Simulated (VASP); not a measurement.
Method: PBE GGA with D3 dispersion (Becke-Johnson damping), VASP's PBE PAW potentials (set 64) (plane waves; VASP).

A VASP calculation is set up with these files.

File KPOINTS:
```
Automatic mesh
0
Gamma
6 6 4
0 0 0
```

INCAR:
```
# general
SYSTEM   =  Te
PREC     =  Accurate
ENCUT    =  520   # plane-wave cut-off (eV)
LREAL    =  .FALSE.
LASPH    =  .TRUE.

# electronic loop
EDIFF    =  1E-7   # SCF stop (eV)
NELM     =  100   # most electronic steps
ALGO     =  Normal   # blocked Davidson
LMAXMIX  =  4   # l cut-off of mixed one-centre charges

# smearing
ISMEAR   =  0
SIGMA    =  0.05

# functional
GGA      =  PE   # PBE
IVDW     =  12

# ions
IBRION   =  2
NSW      =  30   # most ionic steps
ISIF     =  4
EDIFFG   =  -0.01

# output
LWAVE    =  .FALSE.
LCHARG   =  .FALSE.
```

### POSCAR
```
Te
1
    2.1190149351    -3.6702412609     0.0000000000
    2.1190149351     3.6702412609     0.0000000000
    0.0000000000     0.0000000000     5.8522342766
Te
3
Direct
  1.0000000000   0.2819414760   0.6666670000
  0.7180585240   0.7180585240   0.0000000000
  0.2819414760   1.0000000000   0.3333330000
```

POTCAR, in this order: Te (PBE.64 set). Program: vasp_std.

The run wrote:

**OUTCAR**
```
 ion  position               nearest neighbor table
   1  0.000  0.282  0.667-   2 2.84   3 2.84   2 3.30   2 3.30   3 3.30   3 3.30
   2  0.718  0.718  0.000-   3 2.84   1 2.84   1 3.30   3 3.30   3 3.30   1 3.30
   3  0.282  0.000  0.333-   2 2.84   1 2.84   2 3.30   2 3.30   1 3.30   1 3.30
  LATTYP: Found a hexagonal cell.
 ALAT       =     4.2380296375
 C/A-ratio  =     1.3808856420
 Subroutine PRICEL returns:
 Original cell was already a primitive cell.
 Subroutine GETGRP returns: Found  6 space group operations
The static configuration has the point symmetry C_2 .
 The point group associated with its full space group is D_3 .
The dynamic configuration has the point symmetry C_2 .
 Subroutine INISYM returns: Found  6 space group operations
 Subroutine IBZKPT returns following result:
 Found     24 irreducible k-points:

 Following reciprocal coordinates:
            Coordinates               Weight
  0.000000  0.000000  0.000000      1.000000
  0.166667  0.000000  0.000000      6.000000
  0.333333  0.000000  0.000000      6.000000
  0.500000 -0.000000  0.000000      3.000000
  0.166667  0.166667  0.000000      6.000000
  0.333333  0.166667  0.000000     12.000000
  0.333333  0.333333  0.000000      2.000000
  0.000000  0.000000  0.250000      2.000000
  0.166667  0.000000  0.250000      6.000000
  0.000000  0.166667  0.250000      6.000000
  0.333333  0.000000  0.250000      6.000000
  0.000000  0.333333  0.250000      6.000000
  0.500000 -0.000000  0.250000      6.000000
  0.166667  0.166667  0.250000     12.000000
  0.333333  0.166667  0.250000     12.000000
 -0.166667  0.500000  0.250000     12.000000
  0.333333  0.333333  0.250000      4.000000
  0.000000  0.000000  0.500000      1.000000
  0.166667  0.000000  0.500000      6.000000
  0.333333  0.000000  0.500000      6.000000
  0.500000 -0.000000  0.500000      3.000000
  0.166667  0.166667  0.500000      6.000000
  0.333333  0.166667  0.500000     12.000000
  0.333333  0.333333  0.500000      2.000000
   k-points           NKPTS =     24   k-points in BZ     NKDIM =     24   number of bands    NBANDS=     13
   number of dos      NEDOS =    301   number of ions     NIONS =      3
   total plane-waves  NPLWV =  49152
   dimension x,y,z NGX =    32 NGY =   32 NGZ =   48
   dimension x,y,z NGXF=    64 NGYF=   64 NGZF=   96
   ions per type =               3
   PREC   = accura    normal or accurate (medium, high low for compatibility)
   ISTART =      0    job   : 0-new  1-cont  2-samecut
   ICHARG =      2    charge: 1-file 2-atom 10-const
   ISPIN  =      1    spin polarized calculation?
   LNONCOLLINEAR =      F non collinear calculations
   LSORBIT =      F    spin-orbit coupling
   INIWAV =      1    electr: 0-lowe 1-rand  2-diag
   ENCUT  =  520.0 eV  38.22 Ry    6.18 a.u.   7.88  7.88 10.88*2*pi/ulx,y,z
   NELM   =    100;   NELMIN=  2; NELMDL= -5     # of ELM steps
   EDIFF  = 0.1E-06   stopping-criterion for ELM
   LREAL  =      F    real-space projection
   NLSPLINE    = F    spline interpolate recip. space projectors
   LMAXMIX     =    4 max onsite mixed and CHGCAR
   VOSKOWN=      0    Vosko Wilk Nusair interpolation
   EDIFFG = -.1E-01   stopping-criterion for IOM
   NSW    =     30    number of steps for IOM
   NBLOCK =      1;   KBLOCK =     30    inner block; outer block
   IBRION =      2    ionic relax: 0-MD 1-quasi-New 2-CG
   NFREE  =      1    steps in history (QN), initial steepest desc. (CG)
   ISIF   =      4    stress and relaxation
   ISYM   =      2    0-nonsym 1-usesym 2-fastsym
   TEIN   =    0.0    initial temperature
   TEBEG  =    0.0;   TEEND  =   0.0 temperature during run
   SMASS  =  -3.00    Nose mass-parameter (am)
   PSTRESS=    0.0 pullay stress
   NELECT =      18.0000    total number of electrons
...
```

**OSZICAR**
```
       N       E                     dE             d eps       ncg     rms          rms(c)
DAV:   1     0.787144113655E+02    0.78714E+02   -0.66988E+03   624   0.112E+03
DAV:   2    -0.396013286890E+01   -0.82675E+02   -0.79246E+02   821   0.158E+02
DAV:   3    -0.913168848297E+01   -0.51716E+01   -0.51120E+01   784   0.454E+01
DAV:   4    -0.922258980358E+01   -0.90901E-01   -0.90777E-01   733   0.715E+00
DAV:   5    -0.922427707022E+01   -0.16873E-02   -0.16873E-02   757   0.946E-01    0.147E+01
DAV:   6    -0.921571762840E+01    0.85594E-02   -0.13774E-02   669   0.835E-01    0.920E+00
DAV:   7    -0.921605193924E+01   -0.33431E-03   -0.26718E-02   664   0.117E+00    0.270E-01
DAV:   8    -0.921563185932E+01    0.42008E-03   -0.44179E-03   634   0.444E-01    0.135E-01
DAV:   9    -0.921566049890E+01   -0.28640E-04   -0.14658E-04   827   0.919E-02    0.925E-02
DAV:  10    -0.921569415020E+01   -0.33651E-04   -0.35076E-05   644   0.440E-02    0.209E-02
DAV:  11    -0.921569168869E+01    0.24615E-05   -0.12391E-05   664   0.242E-02    0.118E-02
DAV:  12    -0.921569191248E+01   -0.22379E-06   -0.12557E-06   729   0.729E-03    0.393E-03
DAV:  13    -0.921569189036E+01    0.22119E-07   -0.30175E-07   620   0.388E-03
   1 F= -.10668829E+02 E0= -.10668301E+02  d E =-.106688E+02
       N       E                     dE             d eps       ncg     rms          rms(c)
DAV:   1    -0.923176839476E+01   -0.16076E-01   -0.62240E-01   644   0.448E+00    0.825E-01
DAV:   2    -0.923375297631E+01   -0.19846E-02   -0.26568E-02   704   0.103E+00    0.171E-01
DAV:   3    -0.923347954349E+01    0.27343E-03   -0.47820E-04   689   0.166E-01    0.114E-01
DAV:   4    -0.923339378007E+01    0.85763E-04   -0.32379E-04   654   0.117E-01    0.379E-02
DAV:   5    -0.923339752668E+01   -0.37466E-05   -0.35675E-05   659   0.383E-02    0.175E-02
DAV:   6    -0.923339761446E+01   -0.87778E-07   -0.12156E-06   868   0.870E-03    0.117E-02
DAV:   7    -0.923339740944E+01    0.20502E-06   -0.21574E-07   445   0.330E-03    0.327E-03
DAV:   8    -0.923339732905E+01    0.80386E-07   -0.36077E-08   312   0.154E-03
   2 F= -.10686464E+02 E0= -.10685983E+02  d E =-.176354E-01
       N       E                     dE             d eps       ncg     rms          rms(c)
DAV:   1    -0.923809574831E+01   -0.46983E-02   -0.22903E+00   649   0.861E+00    0.151E+00
DAV:   2    -0.924521037989E+01   -0.71146E-02   -0.97152E-02   704   0.196E+00    0.320E-01
DAV:   3    -0.924414762400E+01    0.10628E-02   -0.18169E-03   689   0.321E-01    0.201E-01
DAV:   4    -0.924385197201E+01    0.29565E-03   -0.11601E-03   654   0.220E-01    0.652E-02
DAV:   5    -0.924386848300E+01   -0.16511E-04   -0.12878E-04   659   0.722E-02    0.323E-02
DAV:   6    -0.924386958505E+01   -0.11021E-05   -0.41339E-06   835   0.161E-02    0.227E-02
DAV:   7    -0.924386937783E+01    0.20722E-06   -0.70940E-07   634   0.597E-03    0.636E-03
DAV:   8    -0.924386926962E+01    0.10821E-06   -0.86974E-08   402   0.242E-03    0.196E-03
DAV:   9    -0.924386929376E+01   -0.24135E-07   -0.13745E-08   312   0.103E-03
   3 F= -.10696661E+02 E0= -.10696208E+02  d E =-.278325E-01
       N       E                     dE             d eps       ncg     rms          rms(c)
DAV:   1    -0.924409109604E+01   -0.22183E-03   -0.57986E-02   639   0.137E+00    0.243E-01
DAV:   2    -0.924427456212E+01   -0.18347E-03   -0.23805E-03   704   0.309E-01    0.497E-02
DAV:   3    -0.924425145708E+01    0.23105E-04   -0.43331E-05   694   0.495E-02    0.307E-02
DAV:   4    -0.924424708810E+01    0.43690E-05   -0.28126E-05   659   0.341E-02    0.103E-02
DAV:   5    -0.924424773552E+01   -0.64742E-06   -0.25928E-06   669   0.103E-02    0.490E-03
DAV:   6    -0.924424788730E+01   -0.15178E-06   -0.77163E-08   377   0.239E-03    0.287E-03
DAV:   7    -0.924424794692E+01   -0.59621E-07   -0.20328E-08   312   0.124E-03
   4 F= -.10697095E+02 E0= -.10696686E+02  d E =-.282660E-01
       N       E                     dE             d eps       ncg     rms          rms(c)
DAV:   1    -0.924423160823E+01    0.16279E-04   -0.16506E-03   639   0.231E-01    0.412E-02
DAV:   2    -0.924423717674E+01   -0.55685E-05   -0.68008E-05   709   0.522E-02    0.847E-03
DAV:   3    -0.924423680223E+01    0.37451E-06   -0.12540E-06   689   0.841E-03    0.525E-03
DAV:   4    -0.924423707526E+01   -0.27303E-06   -0.81736E-07   659   0.582E-03    0.173E-03
DAV:   5    -0.924423712579E+01   -0.50524E-07   -0.73048E-08   312   0.179E-03
   5 F= -.10697093E+02 E0= -.10696688E+02  d E =-.282641E-01
       N       E                     dE             d eps       ncg     rms          rms(c)
DAV:   1    -0.924445196124E+01   -0.21489E-03   -0.77866E-03   624   0.514E-01    0.554E-02
DAV:   2    -0.924446132814E+01   -0.93669E-05   -0.29768E-04   679   0.109E-01    0.223E-02
DAV:   3    -0.924445496510E+01    0.63630E-05   -0.11399E-05   714   0.239E-02    0.861E-03
DAV:   4    -0.924445450924E+01    0.45586E-06   -0.32246E-06   684   0.114E-02    0.293E-03
DAV:   5    -0.924445451373E+01   -0.44889E-08   -0.19832E-07   472   0.289E-03
   6 F= -.10697322E+02 E0= -.10696916E+02  d E =-.229353E-03
       N       E                     dE             d eps       ncg     rms          rms(c)
DAV:   1    -0.924457205961E+01   -0.11755E-03   -0.21863E-02   624   0.862E-01    0.923E-02
DAV:   2    -0.924460010473E+01   -0.28045E-04   -0.83627E-04   679   0.183E-01    0.373E-02
DAV:   3    -0.924458275371E+01    0.17351E-04   -0.31708E-05   714   0.400E-02    0.144E-02
DAV:   4    -0.924458166555E+01    0.10882E-05   -0.88487E-06   679   0.189E-02    0.491E-03
DAV:   5    -0.924458174457E+01   -0.79016E-07   -0.55615E-07   654   0.477E-03
   7 F= -.10697469E+02 E0= -.10697056E+02  d E =-.375750E-03
```

File OUTCAR:
```
------------------------ aborting loop because EDIFF is reached ----------------------------------------
 Edisp (eV)   -1.45289
  FORCE on cell =-STRESS in cart. coord.  units (eV):
  Direction    XX          YY          ZZ          XY          YZ          ZX
  --------------------------------------------------------------------------------------
  Total       1.35133     1.35133     1.38467     0.00000    -0.00000    -0.00000
  in kB      23.78439    23.78439    24.37124     0.00000    -0.00000    -0.00000
  external pressure =       23.98 kB  Pullay stress =        0.00 kB
  volume of cell :       91.03
      direct lattice vectors                 reciprocal lattice vectors
     2.094918114 -3.628504257  0.000000000     0.238672813 -0.137797827  0.000000000
     2.094918114  3.628504257 -0.000000000     0.238672813  0.137797827 -0.000000000
     0.000000000  0.000000000  5.987639511    -0.000000000  0.000000000  0.167010722
 POSITION                                       TOTAL-FORCE (eV/Angst)
 -----------------------------------------------------------------------------------
      2.70579     -2.57044      3.99176         0.004243      0.007350      0.000000
      2.96809      0.00000      0.00000        -0.008486     -0.000000      0.000000
      2.70579      2.57044      1.99588         0.004243     -0.007350      0.000000
 -----------------------------------------------------------------------------------
    total drift:                               -0.000196     -0.000392      0.000015
  FREE ENERGIE OF THE ION-ELECTRON SYSTEM (eV)
  ---------------------------------------------------
  free  energy   TOTEN  =       -10.6974687269 eV

  energy  without entropy=      -10.6966439747  energy(sigma->0) =      -10.69705635

 reached required accuracy - stopping structural energy minimisation
```
(Selected blocks of OUTCAR.)

CONTCAR:
```
Te
   1.00000000000000
     2.0949181143397690   -3.6285042565107215    0.0000000000000000
     2.0949181143397690    3.6285042565107215   -0.0000000000000000
     0.0000000000000000    0.0000000000000000    5.9876395106215732
  Te
     3
Direct
     0.9999999999920895    0.2915987520916841    0.6666669999999968
     0.7084012479162263    0.7084012479162263    0.0000000000000000
     0.2915987520916841    0.9999999999920895    0.3333330000000032
```

### OUTCAR
```
 val. band max:        7.4052497104   @ k =   0.3333   0.3333   0.5000

 cond. band min:       7.5020032396   @ k =   0.5000  -0.0000   0.5000


 Fermi energy:         7.4054955725

 k-point     1 :       0.0000    0.0000    0.0000
  band No.  band energies     occupation
      1      -6.8306      2.00000
      2      -3.3138      2.00000
      3      -3.3138      2.00000
      4       4.5891      2.00000
      5       4.9525      2.00000
      6       4.9525      2.00000
      7       5.6348      2.00000
      8       5.6348      2.00000
      9       6.1727      2.00000
     10       8.4925      0.00000
     11       8.4925      0.00000
     12       9.3256      0.00000
     13      12.1503      0.00000

 k-point     2 :       0.1667    0.0000    0.0000
  band No.  band energies     occupation
      1      -6.5822      2.00000
      2      -3.3143      2.00000
      3      -3.2085      2.00000
      4       2.9779      2.00000
      5       3.7996      2.00000
      6       4.2176      2.00000
      7       6.3830      2.00000
      8       6.4993      2.00000
      9       6.8472      2.00000
     10       8.1539      0.00000
     11       8.2068      0.00000
     12       8.8430      0.00000
     13      11.3254      0.00000

 k-point     3 :       0.3333    0.0000    0.0000
  band No.  band energies     occupation
      1      -5.8884      2.00000
      2      -3.6412      2.00000
      3      -2.9525      2.00000
      4       1.9515      2.00000
      5       2.6838      2.00000
      6       3.5082      2.00000
      7       4.5891      2.00000
      8       6.6997      2.00000
      9       6.7956      2.00000
     10       7.9077      0.00000
     11       8.1870      0.00000
     12      10.0619      0.00000
     13      10.3395      0.00000

 k-point     4 :       0.5000   -0.0000    0.0000
  band No.  band energies     occupation
      1      -5.1974      2.00000
      2      -4.2472      2.00000
      3      -2.7985      2.00000
...
```

Unless said otherwise, spin-orbit coupling is left out, though it shifts the bands of the heavy elements here.

The compound is Te in the trig structure. This cell is one point of a volume scan, at 0.94 of the reference volume. Symmetry was kept, so distortions that lower it aren't found.
